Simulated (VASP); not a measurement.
Output of a VASP run:

File OUTCAR:
```
 ion  position               nearest neighbor table
   1  0.000  0.000  0.000-
  LATTYP: Found a body centered cubic cell.
 ALAT       =     3.1727624902
 Subroutine PRICEL returns:
 Original cell was already a primitive cell.
 Subroutine GETGRP returns: Found 48 space group operations
The static configuration has the point symmetry O_h .
The dynamic configuration has the point symmetry O_h .
 Subroutine INISYM returns: Found 48 space group operations
 Subroutine IBZKPT returns following result:
 Found    195 irreducible k-points:

 Following reciprocal coordinates:
            Coordinates               Weight
  0.000000  0.000000  0.000000      1.000000
  0.055556  0.000000  0.000000     12.000000
  0.111111  0.000000  0.000000     12.000000
  0.166667  0.000000  0.000000     12.000000
  0.222222  0.000000  0.000000     12.000000
  0.277778  0.000000  0.000000     12.000000
  0.333333  0.000000  0.000000     12.000000
  0.388889  0.000000  0.000000     12.000000
  0.444444  0.000000  0.000000     12.000000
  0.500000  0.000000  0.000000      6.000000
  0.055556  0.055556  0.000000     24.000000
  0.111111  0.055556  0.000000     48.000000
  0.166667  0.055556  0.000000     48.000000
  0.222222  0.055556  0.000000     48.000000
  0.277778  0.055556  0.000000     48.000000
  0.333333  0.055556 -0.000000     48.000000
  0.388889  0.055556  0.000000     48.000000
  0.444444  0.055556  0.000000     48.000000
  0.111111  0.111111  0.000000     24.000000
  0.166667  0.111111 -0.000000     48.000000
  0.222222  0.111111  0.000000     48.000000
  0.277778  0.111111  0.000000     48.000000
  0.333333  0.111111 -0.000000     48.000000
  0.388889  0.111111  0.000000     48.000000
  0.444444  0.111111  0.000000     24.000000
  0.166667  0.166667  0.000000     24.000000
  0.222222  0.166667  0.000000     48.000000
  0.277778  0.166667  0.000000     48.000000
  0.333333  0.166667 -0.000000     48.000000
  0.388889  0.166667  0.000000     48.000000
  0.222222  0.222222  0.000000     24.000000
  0.277778  0.222222  0.000000     48.000000
  0.333333  0.222222  0.000000     48.000000
  0.388889  0.222222  0.000000     24.000000
  0.277778  0.277778  0.000000     24.000000
  0.333333  0.277778  0.000000     48.000000
  0.333333  0.333333  0.000000      8.000000
  0.055556  0.055556  0.055556      8.000000
  0.111111  0.055556  0.055556     24.000000
  0.166667  0.055556  0.055556     24.000000
   k-points           NKPTS =    195   k-points in BZ     NKDIM =    195   number of bands    NBANDS=     11
   number of dos      NEDOS =    301   number of ions     NIONS =      1
   total plane-waves  NPLWV =   2744
   dimension x,y,z NGX =    14 NGY =   14 NGZ =   14
   dimension x,y,z NGXF=    28 NGYF=   28 NGZF=   28
   ions per type =               1
   PREC   = normal    normal or accurate (medium, high low for compatibility)
   ISTART =      0    job   : 0-new  1-cont  2-samecut
   ICHARG =      2    charge: 1-file 2-atom 10-const
   ISPIN  =      1    spin polarized calculation?
   LNONCOLLINEAR =      F non collinear calculations
   LSORBIT =      F    spin-orbit coupling
   INIWAV =      1    electr: 0-lowe 1-rand  2-diag
   ENCUT  =  400.0 eV  29.40 Ry    5.42 a.u.   4.48  4.48  4.48*2*pi/ulx,y,z
   NELM   =    100;   NELMIN=  4; NELMDL= -5     # of ELM steps
   EDIFF  = 0.1E-04   stopping-criterion for ELM
   LREAL  =      F    real-space projection
   NLSPLINE    = F    spline interpolate recip. space projectors
   LMAXMIX     =    6 max onsite mixed and CHGCAR
   VOSKOWN=      0    Vosko Wilk Nusair interpolation
   EDIFFG = -.3E-01   stopping-criterion for IOM
   NSW    =     20    number of steps for IOM
   NBLOCK =      1;   KBLOCK =     20    inner block; outer block
   IBRION =      2    ionic relax: 0-MD 1-quasi-New 2-CG
   NFREE  =      1    steps in history (QN), initial steepest desc. (CG)
...
```

### OSZICAR
```
       N       E                     dE             d eps       ncg     rms          rms(c)
DAV:   1     0.269487092578E+02    0.26949E+02   -0.69967E+03  4322   0.125E+03
DAV:   2    -0.542017375489E+02   -0.81150E+02   -0.78410E+02  4608   0.306E+02
DAV:   3    -0.556181175109E+02   -0.14164E+01   -0.14038E+01  4891   0.413E+01
DAV:   4    -0.556252752115E+02   -0.71577E-02   -0.71572E-02  4683   0.317E+00
DAV:   5    -0.556253349833E+02   -0.59772E-04   -0.59770E-04  4767   0.288E-01    0.224E+01
DAV:   6    -0.507578964384E+02    0.48674E+01   -0.23299E+00  4482   0.222E+01    0.450E+00
DAV:   7    -0.514793724117E+02   -0.72148E+00   -0.17090E-01  4326   0.515E+00    0.282E+00
DAV:   8    -0.508562363116E+02    0.62314E+00   -0.48104E-01  4350   0.905E+00    0.320E+00
DAV:   9    -0.512982067117E+02   -0.44197E+00   -0.11412E-01  4554   0.350E+00    0.143E+00
DAV:  10    -0.513446995934E+02   -0.46493E-01   -0.14639E-02  4320   0.152E+00    0.630E-01
DAV:  11    -0.513461024620E+02   -0.14029E-02   -0.30917E-03  4617   0.729E-01    0.112E-01
DAV:  12    -0.513462164858E+02   -0.11402E-03   -0.16792E-04  4440   0.179E-01    0.695E-02
DAV:  13    -0.513461844859E+02    0.32000E-04   -0.75617E-05  4557   0.126E-01    0.397E-02
DAV:  14    -0.513461747908E+02    0.96951E-05   -0.87057E-06  2739   0.393E-02
   1 F= -.51346175E+02 E0= -.51345978E+02  d E =-.513462E+02
```

### OUTCAR
```
------------------------ aborting loop because EDIFF is reached ----------------------------------------
  FORCE on cell =-STRESS in cart. coord.  units (eV):
  Direction    XX          YY          ZZ          XY          YZ          ZX
  --------------------------------------------------------------------------------------
  Total       -0.0801154     -0.0801154     -0.0801154      0.0000000     -0.0000000      0.0000000
  in kB       -8.0379245     -8.0379245     -8.0379245      0.0000000     -0.0000000      0.0000000
  external PRESSURE =      -8.0379245 kB  Pullay stress =       0.0000000 kB
  volume of cell :       15.97
      direct lattice vectors                 reciprocal lattice vectors
    -1.586381245  1.586381245  1.586381245     0.000000000  0.315182748  0.315182748
     1.586381245 -1.586381245  1.586381245     0.315182748  0.000000000  0.315182748
     1.586381245  1.586381245 -1.586381245     0.315182748  0.315182748  0.000000000
 POSITION                                       TOTAL-FORCE (eV/Angst)
 -----------------------------------------------------------------------------------
      0.00000      0.00000      0.00000        -0.000000     -0.000000      0.000000
 -----------------------------------------------------------------------------------
    total drift:                               -0.000000     -0.000000      0.000000
  FREE ENERGIE OF THE ION-ELECTRON SYSTEM (eV)
  ---------------------------------------------------
  free  energy   TOTEN  =       -51.3461747908 eV

  energy  without entropy=      -51.3455834752  energy(sigma->0) =      -51.34597769

 reached required accuracy - stopping structural energy minimisation
```
(Selected blocks of OUTCAR.)

POSCAR:
```
W
1
   -1.5863812451     1.5863812451     1.5863812451
    1.5863812451    -1.5863812451     1.5863812451
    1.5863812451     1.5863812451    -1.5863812451
W
1
Direct
  0.0000000000   0.0000000000   0.0000000000
```

Question: Write an INCAR and KPOINTS that could have produced this output.

Answer: Several could match; the one computed here: the input of the run itself, r2SCAN meta-GGA, plane waves, VASP's PBE PAW potentials (set 64).

**INCAR**
```
SYSTEM = W
PREC = Normal
ENCUT = 400
EDIFF = 1E-5
NELM = 100
ALGO = Normal
LREAL = .FALSE.
LASPH = .TRUE.
ISMEAR = 1
SIGMA = 0.1
METAGGA = R2SCAN
LMIXTAU = .TRUE.
LMAXMIX = 6
LWAVE = .FALSE.
LCHARG = .FALSE.
NELMIN = 4
IBRION = 2
ISIF = 2
NSW = 20
EDIFFG = -0.03
```

### KPOINTS
```
Automatic
0
gamma
18 18 18
0 0 0
```

POTCAR, in this order: W_sv (PBE.64 set). Program: vasp_std.

The compound is W in the bcc structure. It was relaxed first.
